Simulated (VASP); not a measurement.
Data:

```
CELL_PARAMETERS angstrom
      0.00000     2.91088     2.91088
      2.91088     0.00000     2.91088
      2.91088     2.91088     0.00000
ATOMIC_POSITIONS crystal
  Na 0.00000 0.00000 0.00000
  Cl 0.50000 0.50000 0.50000
```

Computed with revPBE GGA, VASP's PBE PAW potentials (set 64) (plane waves; VASP). Numerical set-up: 520 eV cut-off, 9×9×9 Γ-centred mesh, tetrahedra with Blöchl corrections, potentials Na_pv Cl.

Task: Estimate the energy per atom (σ→0), band gap (on the k-mesh) with the smallest direct gap where there is one.

Result: 
| Quantity | Value |
|---|---|
| band gap (on the k-mesh) | 5.05 eV |
| smallest direct gap (on the k-mesh) | 5.05 eV |
| energy per atom (σ→0) | -3.229 eV/atom |

Only differences to runs with the same potentials and settings are physical.

The compound is NaCl in the rock salt structure. It was relaxed first, which changed the volume by +10 %.
